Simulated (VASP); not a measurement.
Runs of VASP 6.6.1 on Pb. It takes space group Fm-3m (No. 225, cubic). The conventional cell has a = 4.950 Å, b = 4.950 Å, c = 4.950 Å, α = 90.00°, β = 90.00°, γ = 90.00°. Pb (site symmetry m-3m) has 12 Pb at 3.50 Å as nearest neighbours. 

| task | level | potentials or basis | cell | k mesh | cutoff (eV) | mesh quality | gap on the mesh (eV) | pressure (GPa) | relaxed volume (Å³/atom) |
| --- | --- | --- | --- | --- | --- | --- | --- | --- | --- |
| relaxation of cell and atoms | PBEsol | VASP PAW PBE potentials, release 64 (Pb_d) | relaxed | 14 × 14 × 14 | 600 | not flagged | none | 0.0 | 30.04 |
| relaxation of cell and atoms | RPBE | VASP PAW PBE potentials, release 64 (Pb_d) | relaxed | 14 × 14 × 14 | 600 | not flagged | none | 0.0 | 33.27 |
| relaxation of cell and atoms | PBEsol | VASP PAW PBE potentials, release 64 (Pb_d) | relaxed | 14 × 14 × 14 | 480 | not flagged | none | 0.0 | 30.01 |
| relaxation of cell and atoms | PBEsol | VASP PAW PBE potentials, release 64 (Pb) | relaxed | 14 × 14 × 14 | 580 | not flagged | none | 0.0 | 29.94 |
| relaxation of cell and atoms | PBEsol | VASP PAW PBE potentials, release 64 (Pb_d) | relaxed | 14 × 14 × 14 | 300 | not flagged | none | 0.0 | (b) |
| single point | PBEsol | VASP PAW PBE potentials, release 64 (Pb_d) | as given | 14 × 14 × 14 | 520 | not flagged | none | -0.5 | - |
| relaxation of cell and atoms | PBEsol | VASP PAW PBE potentials, release 64 (Pb_d) | relaxed | 6 × 6 × 6 | 600 | coarse | none | 0.0 | 30.58 |
| relaxation of cell and atoms | LDA | VASP PAW LDA potentials, release 64 (Pb_d) | relaxed | 14 × 14 × 14 | 600 | not flagged | none | 0.0 | (a) |

Alike in all rows: no spin polarisation; smearing gaussian 0.1 eV.

**Question.** Fill in the values left out.

**Answer.** (a) 29.16; (b) 29.62.

Caveats: some runs use coarse meshes; the PAW data sets were made with another functional, which shifts forces and pressure a little (some runs).

A k mesh can miss the band edges, and the runs leave out spin-orbit coupling on Pb.

A gap of «none» marks a metal or a gap under the smearing width.

The runs don't all hold the same shells in valence.

Runs at the PBE level aren't shown here.
